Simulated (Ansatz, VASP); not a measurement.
# VIrPt2: VASP beside Ansatz

One calculation is typed for both programs; each brings its own data sets and cutoff. How far apart do they land? The cell is invented: As first built, before any earlier steps moved the atoms (in the runner's words): it takes the NiIr3 structure with some of its atoms replaced by other elements, volume scaled by an estimate. It may not be a known or stable phase. The cell is taken from a series of VASP runs on this material, whose earlier steps may have relaxed, scaled or displaced it; both programs get it as it stands.

Method: plane waves, with VASP 6.6.1 beside it; single point at PBEsol, in Ansatz 0.2.0.

## 1. The starting structure

It takes space group I4/mmm (No. 139, tetragonal). The conventional cell has a = 3.800 Å, b = 3.800 Å, c = 7.826 Å, α = 90.00°, β = 90.00°, γ = 90.00°. V has 4 Ir at 2.69 Å and 8 Pt at 2.73 Å nearest. Nearest to Pt lie 4 Pt at 2.69 Å and 4 Ir at 2.73 Å and 4 V at 2.73 Å. Nearest to Ir lie 4 V at 2.69 Å and 8 Pt at 2.73 Å. As first built, before any earlier steps moved the atoms (in the runner's words): sites of the NiIr3 structure (space group 139) filled with other elements, volume scaled by an estimate. Farther neighbours are not listed.

Structure file:

```cif
data_structure
_symmetry_space_group_name_H-M 'P 1'
_symmetry_Int_Tables_number 1
_cell_length_a 4.7468
_cell_length_b 4.7468
_cell_length_c 4.7468
_cell_angle_alpha 132.808
_cell_angle_beta 132.808
_cell_angle_gamma 68.955
_cell_volume 56.51
loop_
_atom_site_label
_atom_site_type_symbol
_atom_site_fract_x
_atom_site_fract_y
_atom_site_fract_z
_atom_site_occupancy
V1 V 0.00000 0.00000 0.00000 1
Pt2 Pt 0.75000 0.25000 0.50000 1
Pt3 Pt 0.25000 0.75000 0.50000 1
Ir4 Ir 0.50000 0.50000 0.00000 1
```

## 2. Ansatz: single point, PBEsol

Ansatz runs on its default PAW (the set named soft_2) files.

With cell and atoms fixed, the geometry can't cause a difference; cores, projectors, grids and the points listed under the comparison can.

The input, input.yaml:

```yaml
crystal:
  lattice:
    - [-1.9000471732, 1.9000471732, 3.9129973974]
    - [1.9000471732, -1.9000471732, 3.9129973974]
    - [1.9000471732, 1.9000471732, -3.9129973974]
  atoms:
    - { symbol: V, position: [0.0, 0.0, 0.0], spin: 2.0 }
    - { symbol: Pt, position: [0.75, 0.25, 0.5] }
    - { symbol: Pt, position: [0.25, 0.75, 0.5] }
    - { symbol: Ir, position: [0.5, 0.5, 0.0] }
hamiltonian:
  xc: pbesol
  pseudopotentials: { kind: paw }
magnetization:
  spin_polarized: true
kpoints:
  mp_grid: { grid: [6, 6, 6] }
scf:
  occupations: { method: gaussian, width: 0.05 }
  n_extra_bands: 5
output:
  forces: true
  stress: true
  eigenvalues: true
  write_density: true
  write_potential: true
  elf: true
  volumetric_format: npy
```

The run is started by

```bash
$ ansatz run input.yaml --threads 2 --pin off --max-ram 4608MiB --backend cpu --events-out ev --progress --plain --runs-dir out
```

Numbers of over 12 decimals in the logs are rounded to 6 here.

The log of the run:

```text
Warning: the band count 38 (scf.n_extra_bands) hosts the net moment |M| = 2.0000 μB (N_el = 66) but caps the reachable moment at 2·n_bands − N_el = 10.0000 μB, below the 41 bands that the automatic rule leaves for it — a moment growing past the seed, or the majority channel's smearing tail, pins there with fewer empty majority states than that count leaves; raise or omit scf.n_extra_bands unless the cap is intended
scf.n_extra_bands = 5 over 33 filled bands (N_el = 66.0): the run solves 38 bands
Engine: ansatz 0.2.0, aarch64-unknown-linux-gnu
Pseudopotentials: kind: paw
Pseudopotential: V, paw, valence charge 13, recommended cutoff 420 eV (normal), V.paw.azcp
Pseudopotential: Pt, paw, valence charge 18, recommended cutoff 420 eV (normal), Pt.paw.azcp
Pseudopotential: Ir, paw, valence charge 17, recommended cutoff 420 eV (normal), Ir.paw.azcp
Functional definition: PBEsol
  exchange = pbesol_x
  correlation = pbesol_c
Crystal: 4 atoms, lattice volume = 56.506 Å³
Basis set: ecut = 420 eV, 1073 PW (Γ), exchange–correlation on 64×64×64 points (8 copies of the dense FFT grid, shifted against one another)
Bands: 38, of which v1, the nominal top of the filled ones, is band 33 counted from 1 (32 counted from 0)
Symmetry: 16 space group operations
Space group: I4/mmm (ITA 139), of the structure as read, at distance tolerance 3.8e-5 Å
Magnetic group: BNS 139.531 (UNI 1191), of the structure as read, at distance tolerance 3.8e-5 Å
k-points: 30 of 216
Non-local potential: V, projectors of the file, l = 0: 3, l = 1: 2, l = 2: 3, l = 3: 1
Non-local potential: Pt, projectors of the file, l = 0: 3, l = 1: 2, l = 2: 2, l = 3: 1
Non-local potential: Ir, projectors of the file, l = 0: 3, l = 1: 2, l = 2: 2, l = 3: 1
PAW form: soft (Blöchl's): semilocal exchange-correlation on the pseudo side does not see the compensation charge
PAW frozen core: V, regenerated for the run's functional, and the local potential with it (the file was generated under x = pbe(κ = 0.804, μ = 0.219515), c = pbe(β = 0.066725))
PAW frozen core: Pt, regenerated for the run's functional, and the local potential with it (the file was generated under x = pbe(κ = 0.804, μ = 0.219515), c = pbe(β = 0.066725))
PAW frozen core: Ir, regenerated for the run's functional, and the local potential with it (the file was generated under x = pbe(κ = 0.804, μ = 0.219515), c = pbe(β = 0.066725))
PAW one-centre angular grid: V, 590 points (default); XC on 64 Gauss nodes
PAW one-centre angular grid: Pt, 590 points (default); XC on 64 Gauss nodes
PAW one-centre angular grid: Ir, 590 points (default); XC on 64 Gauss nodes
Initial density: superposition of atomic densities (chi_scale 0.1, normalization cell, long waves kept (reshape's long-wave potential 0.00 eV rms))
Starting moments: Σ|m| = 2 μB on 1 of 4 sites
Initial wavefunctions: pseudopotential atomic-orbital guess
Functional: x = pbesol(κ = 0.804, μ = 0.123457), c = pbesol(β = 0.046)
SCF iter   1: F=—  HF=-39457.325143 eV  |F-HF|=—  |Δ(HF+E_count)|=         —  Δρ=1.04e-1 (↑8.76e-2 ↓1.04e-1)  dr2=2.65e1  dr2_m=1.31e0  M=0.407 μB ∫|m|=0.744 μB  β_m=0.30  ethr=3.10e-3  ⟨swp⟩=5.0  Hψ=6988  notcnv=0
Mixer restart at iter 1: flushing history
preconditioner: auto → Kerker (q_TF=auto, 2.800 Å⁻¹)  [metal: Δε(μ)=0.015 eV  Ē_g=5.482 eV  σ=0.050 eV  W_gap=0.17  n_scr=14 (ndim 8)  ℏωp=28.8 eV  f_vac=0.000  D(μ)=5.30/eV (n_scr^D=68)]
spin=Collinear: Kerker preconditioning applied to the charge; magnetization (m = ρ↑ − ρ↓) channel mixes plain (no charge-response kernel on spin).
SCF iter   2: F=—  HF=-39454.700863 eV  |F-HF|=—  |Δ(HF+E_count)|=    2.62e0  Δρ=5.76e-2 (↑4.98e-2 ↓5.76e-2)  dr2=7.12e0  dr2_m=5.23e-1  M=0.497 μB ∫|m|=0.849 μB  β_m=0.45  ethr=3.10e-3  ⟨swp⟩=2.0  Hψ=3998  notcnv=0  defer=41
SCF iter   3: F=—  HF=-39453.528381 eV  |F-HF|=—  |Δ(HF+E_count)|=    1.17e0  Δρ=2.24e-2 (↑2.24e-2 ↓1.77e-2)  dr2=4.16e-1  dr2_m=1.26e-1  M=0.378 μB ∫|m|=0.759 μB  β_m=0.66  ethr=3.10e-3  ⟨swp⟩=2.6  Hψ=3742  notcnv=0  defer=42
SCF iter   4: F=—  HF=-39453.427187 eV  |F-HF|=—  |Δ(HF+E_count)|=   1.01e-1  Δρ=8.80e-3 (↑8.80e-3 ↓5.59e-3)  dr2=3.58e-2  dr2_m=1.83e-2  M=0.190 μB ∫|m|=0.587 μB  β_m=0.83  ethr=6.31e-4  ⟨swp⟩=2.3  Hψ=4224  notcnv=0  defer=29
SCF iter   5: F=—  HF=-39453.439227 eV  |F-HF|=—  |Δ(HF+E_count)|=   1.20e-2  Δρ=5.01e-3 (↑5.01e-3 ↓3.04e-3)  dr2=6.76e-3  dr2_m=7.81e-3  M=0.080 μB ∫|m|=0.463 μB  β_m=0.91  ethr=5.43e-5  ⟨swp⟩=2.2  Hψ=4241  notcnv=0  defer=29
SCF iter   6: F=—  HF=-39453.435010 eV  |F-HF|=—  |Δ(HF+E_count)|=   4.22e-3  Δρ=4.69e-3 (↑1.33e-3 ↓4.69e-3)  dr2=2.08e-2  dr2_m=1.81e-3  M=-0.008 μB ∫|m|=0.323 μB  β_m=0.93  ethr=1.02e-5  ⟨swp⟩=2.2  Hψ=4400  notcnv=0  defer=29
SCF iter   7: F=—  HF=-39453.439447 eV  |F-HF|=—  |Δ(HF+E_count)|=   4.44e-3  Δρ=1.91e-3 (↑9.53e-4 ↓1.91e-3)  dr2=2.16e-3  dr2_m=8.16e-4  M=-0.030 μB ∫|m|=0.255 μB  β_m=0.97  ethr=1.02e-5  ⟨swp⟩=2.1  Hψ=4334  notcnv=0  defer=28
SCF iter   8: F=—  HF=-39453.439348 eV  |F-HF|=—  |Δ(HF+E_count)|=   9.89e-5  Δρ=1.11e-3 (↑1.11e-3 ↓3.02e-4)  dr2=8.30e-4  dr2_m=1.99e-4  M=-0.027 μB ∫|m|=0.191 μB  β_m=0.98  ethr=3.27e-6  ⟨swp⟩=2.0  Hψ=3649  notcnv=0  defer=28
SCF iter   9: F=—  HF=-39453.439690 eV  |F-HF|=—  |Δ(HF+E_count)|=   3.42e-4  Δρ=5.44e-4 (↑5.44e-4 ↓3.70e-4)  dr2=2.38e-4  dr2_m=6.89e-5  M=-0.027 μB ∫|m|=0.125 μB  β_m=0.99  ethr=1.26e-6  ⟨swp⟩=1.7  Hψ=2850  notcnv=0  defer=28
[...]
SCF 1 converged in 17 iterations: F = -39453.439831 eV  dr2 = 5.22e-10
  greatest PAW one-centre occupation: 1.000 electrons in one spin orbital (limit 2), on the Pt atom at site 2 (counted from 0), in its partial waves of l = 0
Starting moments: Σ|m| = 8 μB on 4 of 4 sites
[...]
preconditioner: auto → Kerker (q_TF=auto, 2.800 Å⁻¹)  [metal: Δε(μ)=0.028 eV  Ē_g=5.020 eV  σ=0.050 eV  W_gap=0.29  n_scr=14 (ndim 8)  ℏωp=28.8 eV  f_vac=0.000  D(μ)=5.39/eV (n_scr^D=68)]
spin=Collinear: Kerker preconditioning applied to the charge; magnetization (m = ρ↑ − ρ↓) channel mixes plain (no charge-response kernel on spin).
[...]
spin-set hold released at iteration 10 (site moments contracting): the magnetisation degrees of freedom join the quasi-Newton model from the next iteration; the mixer history was flushed
[...]
SCF iter  23: F=—  HF=-39453.439832 eV  |F-HF|=—  |Δ(HF+E_count)|=   9.86e-5  Δρ=1.38e-4 (↑1.31e-4 ↓1.38e-4)  dr2=3.63e-5  dr2_m=1.42e-6  M=0.001 μB ∫|m|=0.013 μB  β_m=0.95  ethr=1.18e-8  ⟨swp⟩=3.1  Hψ=5143  notcnv=0  defer=24
SCF iter  24: F=—  HF=-39453.439832 eV  |F-HF|=—  |Δ(HF+E_count)|=   3.27e-7  Δρ=6.76e-5 (↑6.76e-5 ↓5.92e-5)  dr2=5.26e-6  dr2_m=3.23e-7  M=0.001 μB ∫|m|=0.005 μB  β_m=0.88  ethr=1.18e-8  ⟨swp⟩=2.1  Hψ=4106  notcnv=0  defer=24
SCF iter  25: F=—  HF=-39453.439831 eV  |F-HF|=—  |Δ(HF+E_count)|=   8.45e-7  Δρ=2.65e-5 (↑2.65e-5 ↓2.15e-5)  dr2=1.39e-6  dr2_m=5.41e-8  M=0.001 μB ∫|m|=0.003 μB  β_m=0.94  ethr=7.97e-9  ⟨swp⟩=2.1  Hψ=3474  notcnv=0  defer=23
iter 26 did not close the SCF: its close was put off for a magnetic moment that had not settled (scf_convergence_deferred on its scf_iter line)
SCF iter  26: F=-39453.439831 eV  HF=-39453.439831 eV  |F-HF|=1.18e-8  |Δ(HF+E_count)|=   1.02e-7  Δρ=6.06e-6 (↑6.06e-6 ↓5.45e-6)  dr2=2.16e-8  dr2_m=1.27e-8  M=0.000 μB ∫|m|=0.001 μB  β_m=0.97  ethr=1.52e-10  ⟨swp⟩=1.2  Hψ=4968  notcnv=0
iter 27 did not close the SCF: its close was put off for a magnetic moment that had not settled (scf_convergence_deferred on its scf_iter line)
SCF iter  27: F=-39453.439831 eV  HF=-39453.439831 eV  |F-HF|=1.49e-8  |Δ(HF+E_count)|=   1.51e-8  Δρ=3.62e-6 (↑1.95e-6 ↓3.62e-6)  dr2=1.60e-8  dr2_m=1.41e-9  M=0.000 μB ∫|m|=0.001 μB  β_m=0.85  ethr=3.28e-11  ⟨swp⟩=1.0  Hψ=6085  notcnv=0
iter 28 did not close the SCF: its close was put off for a magnetic moment that had not settled (scf_convergence_deferred on its scf_iter line)
SCF iter  28: F=-39453.439831 eV  HF=-39453.439831 eV  |F-HF|=2.42e-9  |Δ(HF+E_count)|=   3.15e-9  Δρ=1.27e-6 (↑1.27e-6 ↓5.88e-7)  dr2=2.72e-9  dr2_m=1.28e-10  M=0.000 μB ∫|m|=0.000 μB  β_m=0.89  ethr=2.43e-11  ⟨swp⟩=1.0  Hψ=5877  notcnv=0
SCF iter  29: F=-39453.439831 eV  HF=-39453.439831 eV  |F-HF|=5.24e-10  |Δ(HF+E_count)|=  3.86e-10  Δρ=5.07e-7 (↑5.07e-7 ↓3.21e-7)  dr2=5.61e-10  dr2_m=1.28e-11  M=0.000 μB ∫|m|=0.000 μB  ethr=4.13e-12  ⟨swp⟩=1.0  Hψ=5682  notcnv=0
SCF 2 converged in 29 iterations: F = -39453.439831 eV  dr2 = 5.61e-10
WARN: the starting moments were not kept: the SCF closed with an absolute magnetisation of 1.3e-5 μB, where they sum to 2 μB in size (1 site). That is at most 0.1 of that sum. Measured as dr2_m measures the in/out step, that magnetisation stands 3.6e-11 eV from none, at or under the dr2_threshold of 1.0e-7 eV: it is no larger than a step whose dr2_m would equal this threshold. The system may hold no moment; this SCF  [...]
SCF converged after 17 iterations
Magnetization: -0.0000 μB (33.0000 up, 33.0000 down)
Absolute magnetization: 0.0000 μB (∫|ρ↑−ρ↓|, with the PAW one-centre terms)
Spin contamination: 0.0000 ħ² per cell (⟨S²⟩ above its minimum at these occupations)
Per-site moments (μB) at R_I (Å): [(4.848384256734135e-6, 1.108417), (-1.7628563538303664e-6, 1.108417), (-1.762856353789786e-6, 1.108417), (-4.467617451001704e-6, 1.108417)]
Free energy (F): -39453.439831 eV
Harris-Foulkes:  -39453.439831 eV  (|F-HF|=5.02e-10)
Internal energy: -39453.433765 eV  (E = F + TS)
E sigma→0 (E₀):  -39453.436798 eV
Entropy (-TS):   -0.006066 eV (-1.516 meV/atom)
Fermi energy:    23.177751 eV
--- Per-component energies (eV) ---
  E_band       = -481.422454
  E_kinetic    = 2237.314211
  E_local      = -4852.439450  (includes V_loc(G=0)·N_el)
  E_nonlocal   = 433.644618
  E_hartree    = 1892.412650
  E_xc         = -919.242257
  E_vxc        = -1072.777330  (∫ρ·V_xc dr)
  E_paw        = -28806.235000  (= ΣΔE_a)
  E_vpaw       = -1011.990536  (= ΣTr[D̂ρ^β])
  E_aug_tail   = 0.000654  (compensation charges beyond the density's cutoff)
  E_ewald      = -9439.878118
  E_core_change = 0.988926  (= ΣΔE_core)
  E_smearing   = -0.006066  (= −TS)
  E_closure    = 0.000000  (closes the sum)
  Σ components = -39453.439831   (vs F -39453.439831, Δ=0.00e0)
--- Forces (eV/Å), atoms counted from 1 ---
  atom   1  V      0.00000000     0.00000000     0.00000000
  atom   2  Pt    -0.00000000    -0.00000000    -0.00000000
  atom   3  Pt     0.00000000    -0.00000000     0.00000000
  atom   4  Ir     0.00000000     0.00000000    -0.00000000
  max |Σ_I F_I| component: 1.04e-16 eV/Å
--- Stress (GPa, compression-positive) ---
        0.462490       0.000000      -0.000000
        0.000000       0.462490      -0.000000
       -0.000000      -0.000000       0.260962
  P = ⅓ Tr σ = 0.3953 GPa (3.953 kbar)
--- Band table (eV; the first three rows and the last of 60) ---
  k-point 0 ↑: bands = [... 29 lower, 21.7096, 21.9024, 23.3132, 23.6064, 24.6569, 24.6593, 24.7878, 24.7878, ... 1 higher]
  k-point 1 ↑: bands = [... 29 lower, 21.4017, 21.7684, 22.3705, 23.1268, 23.3472, 24.0502, 24.5618, 24.7904, ... 1 higher]
  k-point 2 ↑: bands = [... 29 lower, 20.6642, 21.2365, 21.9542, 23.1237, 23.2040, 23.7635, 24.0729, 24.6830, ... 1 higher]
  k-point 29 ↓: bands = [... 29 lower, 22.7370, 22.7370, 23.3371, 23.6034, 24.4929, 24.6320, 24.6320, 24.6641, ... 1 higher]
```

The job ended after 17 s (2 threads of Arm Neoverse V2, shared host; peak memory 0.47 GiB; 34 s of CPU time).

In the SCF lines HF is the Harris–Foulkes energy and dr2 the Hartree energy of the density residual, in eV; the loop may stop once dr2 is under the threshold and the program's other checks hold. Hψ counts applications of the Hamiltonian.

The run ends at a pressure of 0.40 GPa.

(Continued in part 2 of 2.)

[Lines on the potential files, build, host, timing and source positions are cut from VASP's logs without a mark.]

[Logs are printed without paths, hosts, clocks, repeated set-up lines and the standing remarks that a program may print on its own settings, such as how far it seeks lower states.]

[Hosts, paths, dates, database ids (printed as entryN), source tags and the programs' standing remarks are cut or masked in the printed files.]
